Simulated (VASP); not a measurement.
All values below come from optB88-vdW, VASP's PBE PAW potentials (set 64) (plane waves; VASP 6.6.1).

Input for VASP

POSCAR:
```
CdSe
1.0
  0.0000000000   3.0250000000   3.0250000000
  3.0250000000   0.0000000000   3.0250000000
  3.0250000000   3.0250000000   0.0000000000
Cd Se
1 1
Cartesian
  0.0000000000   0.0000000000   0.0000000000
  1.5125000000   1.5125000000   1.5125000000
```

**KPOINTS**
```
Automatic mesh
0
Gamma
7 7 7
0 0 0
```

### INCAR
```
AGGAC = 0.0
ALGO = Normal
EDIFF = 1E-6
EDIFFG = -0.01
ENCUT = 520
GGA = BO
IBRION = 2
ISIF = 3
ISMEAR = 0
LASPH = .TRUE.
LCHARG = .FALSE.
LMAXMIX = 4
LREAL = .FALSE.
LUSE_VDW = .TRUE.
LWAVE = .FALSE.
NELM = 100
NSW = 60
PARAM1 = 0.1833333333
PARAM2 = 0.22
PREC = Accurate
SIGMA = 0.05
SYSTEM = CdSe
```

POTCAR, in this order: Cd Se (PBE.64 set). Program: vasp_std.

Output of the run:

**OSZICAR**
```
       N       E                     dE             d eps       ncg     rms          rms(c)
DAV:   1     0.114340923580E+03    0.11434E+03   -0.89572E+03   528   0.124E+03
DAV:   2     0.387729592245E+01   -0.11046E+03   -0.10651E+03   575   0.292E+02
DAV:   3    -0.862794618865E+00   -0.47401E+01   -0.47266E+01   640   0.623E+01
DAV:   4    -0.887971973460E+00   -0.25177E-01   -0.25175E-01   540   0.452E+00
DAV:   5    -0.888127931521E+00   -0.15596E-03   -0.15596E-03   620   0.328E-01    0.656E+00
DAV:   6    -0.505206039850E+00    0.38292E+00   -0.72126E-01   674   0.110E+01    0.504E+00
DAV:   7    -0.483885459693E+00    0.21321E-01   -0.17724E-01   560   0.317E+00    0.217E+00
DAV:   8    -0.484184616619E+00   -0.29916E-03   -0.14685E-02   520   0.183E+00    0.251E-01
DAV:   9    -0.484142742882E+00    0.41874E-04   -0.19488E-03   580   0.687E-01    0.501E-02
DAV:  10    -0.484169493613E+00   -0.26751E-04   -0.20256E-04   570   0.214E-01    0.410E-02
DAV:  11    -0.484186132021E+00   -0.16638E-04   -0.34580E-05   520   0.598E-02    0.883E-03
DAV:  12    -0.484184853503E+00    0.12785E-05   -0.80422E-06   568   0.415E-02    0.432E-03
DAV:  13    -0.484184698410E+00    0.15509E-06   -0.75932E-07   360   0.112E-02
   1 F= -.48418470E+00 E0= -.48418470E+00  d E =-.484185E+00
       N       E                     dE             d eps       ncg     rms          rms(c)
DAV:   1    -0.179796134406E+01   -0.13138E+01   -0.28025E+01   555   0.724E+01    0.105E+01
DAV:   2    -0.680561769542E+00    0.11174E+01   -0.26021E+00   530   0.255E+01    0.358E+00
DAV:   3    -0.543031747554E+00    0.13753E+00   -0.31260E-01   565   0.658E+00    0.325E+00
DAV:   4    -0.520748260303E+00    0.22283E-01   -0.26696E-02   525   0.135E+00    0.813E-01
DAV:   5    -0.519224737275E+00    0.15235E-02   -0.29664E-03   555   0.667E-01    0.979E-02
DAV:   6    -0.519272082077E+00   -0.47345E-04   -0.39883E-04   535   0.211E-01    0.673E-02
DAV:   7    -0.519289454051E+00   -0.17372E-04   -0.21567E-05   585   0.442E-02    0.376E-02
DAV:   8    -0.519286838512E+00    0.26155E-05   -0.58896E-06   545   0.365E-02    0.298E-03
DAV:   9    -0.519286732166E+00    0.10635E-06   -0.12119E-07   280   0.317E-03
   2 F= -.51928673E+00 E0= -.51928672E+00  d E =-.351020E-01
       N       E                     dE             d eps       ncg     rms          rms(c)
DAV:   1    -0.621226253311E+00   -0.10194E+00   -0.19971E+00   570   0.182E+01    0.219E+00
DAV:   2    -0.533384905039E+00    0.87841E-01   -0.23444E-01   560   0.746E+00    0.705E-01
DAV:   3    -0.524940871318E+00    0.84440E-02   -0.24318E-02   545   0.167E+00    0.607E-01
DAV:   4    -0.524118164276E+00    0.82271E-03   -0.14336E-03   525   0.388E-01    0.991E-02
DAV:   5    -0.524073087289E+00    0.45077E-04   -0.21615E-04   605   0.217E-01    0.481E-02
DAV:   6    -0.524078032379E+00   -0.49451E-05   -0.39126E-05   545   0.800E-02    0.157E-02
DAV:   7    -0.524077326021E+00    0.70636E-06   -0.12807E-06   421   0.767E-03
   3 F= -.52407733E+00 E0= -.52407733E+00  d E =-.398926E-01
```

File OUTCAR:
```
------------------------ aborting loop because EDIFF is reached ----------------------------------------
  FORCE on cell =-STRESS in cart. coord.  units (eV):
  Direction    XX          YY          ZZ          XY          YZ          ZX
  --------------------------------------------------------------------------------------
  Total       -0.0005468     -0.0005468     -0.0005468     -0.0000000     -0.0000000     -0.0000000
  in kB       -0.0148218     -0.0148218     -0.0148218     -0.0000000     -0.0000000     -0.0000000
  external PRESSURE =      -0.0148218 kB  Pullay stress =       0.0000000 kB
  volume of cell :       59.10
      direct lattice vectors                 reciprocal lattice vectors
     0.000000000  3.091696427  3.091696427    -0.161723511  0.161723511  0.161723511
     3.091696427 -0.000000000  3.091696427     0.161723511 -0.161723511  0.161723511
     3.091696427  3.091696427 -0.000000000     0.161723511  0.161723511 -0.161723511
  FREE ENERGIE OF THE ION-ELECTRON SYSTEM (eV)
  ---------------------------------------------------
  free  energy   TOTEN  =        -0.5240773260 eV

  energy  without entropy=       -0.5240773254  energy(sigma->0) =       -0.52407733

 reached required accuracy - stopping structural energy minimisation
```
(Selected blocks of OUTCAR.)

**CONTCAR**
```
CdSe
   1.00000000000000
     0.0000000000000000    3.0916964267570273    3.0916964267570273
     3.0916964267570273   -0.0000000000000000    3.0916964267570273
     3.0916964267570273    3.0916964267570273   -0.0000000000000000
  Cd              Se
     1     1
Direct
     0.0000000000000000    0.0000000000000000    0.0000000000000000
     0.2500000000000000    0.2500000000000000    0.2500000000000000
```

Energy and stress use the plane-wave basis of the starting cell.

The compound is CdSe in the zinc blende structure, whereas wurtzite is the usual form. This run relaxes it. Symmetry was kept, so distortions that lower it aren't found.
